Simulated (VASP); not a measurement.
Computed with LDA (Ceperley-Alder, Perdew-Zunger), VASP's LDA PAW potentials (set 64) (plane waves; VASP 6.6.1).

VASP input:

KPOINTS:
```
k-points along high-symmetry lines
12
Line-mode
Reciprocal
  0.000000   0.000000   0.000000 ! GAMMA
 -0.500000  -0.500000  -0.500000 ! T

 -0.500000  -0.500000  -0.500000 ! T
 -0.500000  -0.177114  -0.822886 ! H_2

 -0.177114   0.177114  -0.500000 ! H_0
 -0.000000  -0.000000  -0.500000 ! L

 -0.000000  -0.000000  -0.500000 ! L
  0.000000   0.000000   0.000000 ! GAMMA

  0.000000   0.000000   0.000000 ! GAMMA
 -0.000000   0.338557  -0.338557 ! S_0

 -0.338557  -0.000000  -0.661443 ! S_2
 -0.500000  -0.000000  -0.500000 ! F

 -0.500000  -0.000000  -0.500000 ! F
  0.000000   0.000000   0.000000 ! GAMMA
```

**POSCAR**
```
Bi2Se3
9.3708790
  0.9999999477  -0.2192771401  -0.0024012481
  0.9999999477   0.2192771401  -0.0024012481
  0.9528224178   0.0000000000   0.3744563896
Bi Se
2 3
direct
  0.4012259321   0.4012259321   0.4012259321
  0.5987740679   0.5987740679   0.5987740679
  0.0000000000   0.0000000000   0.0000000000
  0.2093747430   0.2093747430   0.2093747430
  0.7906252570   0.7906252570   0.7906252570
```

INCAR:
```
SYSTEM = Bi2Se3
PREC = Accurate; ENCUT = 520; LREAL = .False.
LASPH = .True.; ICHARG = 11
EDIFF = 1E-7; NELM = 100; ALGO = Normal
LMAXMIX = 4
ISMEAR = 0; SIGMA = 0.05
LWAVE = .False.; LCHARG = .False.; LORBIT = 11
```

POTCAR, in this order: Bi_d Se (LDA.64 set). Program: vasp_std. Read from the step before: CHGCAR.

Output of the run:

### OSZICAR
```
       N       E                     dE             d eps       ncg     rms          rms(c)
DAV:   1     0.480179538309E+03    0.48018E+03   -0.23502E+04  4704   0.180E+03
DAV:   2     0.392773919866E+02   -0.44090E+03   -0.43048E+03  4944   0.453E+02
DAV:   3    -0.168650154254E+02   -0.56142E+02   -0.53350E+02  6036   0.166E+02
DAV:   4    -0.198015464248E+02   -0.29365E+01   -0.28567E+01  5388   0.361E+01
DAV:   5    -0.199618347918E+02   -0.16029E+00   -0.15854E+00  6856   0.803E+00
DAV:   6    -0.199644867206E+02   -0.26519E-02   -0.26364E-02  6116   0.101E+00
DAV:   7    -0.199645960385E+02   -0.10932E-03   -0.10923E-03  6840   0.157E-01
DAV:   8    -0.199645985296E+02   -0.24911E-05   -0.24907E-05  6308   0.209E-02
DAV:   9    -0.199645986382E+02   -0.10860E-06   -0.10901E-06  4812   0.353E-03
DAV:  10    -0.199645986448E+02   -0.65666E-08   -0.57545E-08  3428   0.120E-03
   1 F= -.19964599E+02 E0= -.19963480E+02  d E =-.223650E-02
```

**OUTCAR**
```
 val. band max:        5.4178493227   @ k =   0.0000   0.0000   0.0000

 cond. band min:       5.4626084928   @ k =   0.0000   0.0000   0.0000



 k-point     1 :       0.0000    0.0000    0.0000
  band No.  band energies     occupation
      1     -17.7196      2.00000
      2     -17.7196      2.00000
      3     -17.7170      2.00000
      4     -17.7170      2.00000
      5     -17.7042      2.00000
      6     -17.7011      2.00000
      7     -17.6940      2.00000
      8     -17.6940      2.00000
      9     -17.6901      2.00000
     10     -17.6901      2.00000
     11      -9.3626      2.00000
     12      -8.4597      2.00000
     13      -7.7469      2.00000
     14      -4.2337      2.00000
     15      -3.4899      2.00000
     16       3.0078      2.00000
     17       3.1636      2.00000
     18       3.3704      2.00000
     19       3.3704      2.00000
     20       3.3860      2.00000
     21       3.3860      2.00000
     22       4.1097      2.00000
     23       4.1097      2.00000
     24       5.4178      1.47330
     25       5.4626      0.52678
     26       6.5797      0.00000
     27       6.5797      0.00000
     28       7.4579      0.00000

 k-point     2 :      -0.0455   -0.0455   -0.0455
  band No.  band energies     occupation
      1     -17.7196      2.00000
      2     -17.7196      2.00000
      3     -17.7170      2.00000
      4     -17.7170      2.00000
      5     -17.7042      2.00000
      6     -17.7011      2.00000
      7     -17.6940      2.00000
      8     -17.6940      2.00000
      9     -17.6901      2.00000
     10     -17.6901      2.00000
     11      -9.3602      2.00000
     12      -8.4708      2.00000
     13      -7.7351      2.00000
     14      -4.2518      2.00000
     15      -3.4734      2.00000
     16       2.9710      2.00000
     17       3.2010      2.00000
     18       3.3534      2.00000
     19       3.3534      2.00000
     20       3.4052      2.00000
     21       3.4052      2.00000
...
```

The density is held fixed in this step, so its total energy and stress have no physical meaning. Unless said otherwise, spin-orbit coupling is left out, though it shifts the bands of the heavy elements here.

The compound is Bi2Se3 in the tetradymite structure. It was relaxed first.
